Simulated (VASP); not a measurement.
```
Ni3Ge
1.0
    3.48943     0.00000     0.00000
    0.00000     3.48943     0.00000
    0.00000     0.00000     3.48943
Ni Ge
3 1
Direct
  0.50000   0.00000   0.50000
  0.00000   0.50000   0.50000
  0.50000   0.50000   0.00000
  0.00000   0.00000   0.00000
```

The numbers are results of LDA (Ceperley-Alder, Perdew-Zunger), VASP's LDA PAW potentials (set 64) (plane waves; VASP 6.6.1), not measurements. Run with 400 eV cut-off, Gaussian smearing of 0.050 eV, potentials Ni Ge_d.

### Question
What does the run give for the band gap (along the path) with the smallest direct gap where there is one?

### Answer

```yaml
band gap (along the path): none (metal, semimetal or under 0.01 eV)
```

Only differences to runs with the same potentials and settings are physical.

The structure comes from a computed database's Ni3Ge entry (Pm-3m); how it stands against other phases isn't given here. It was relaxed first. The run is not spin-polarised, so no magnetic state was tried.
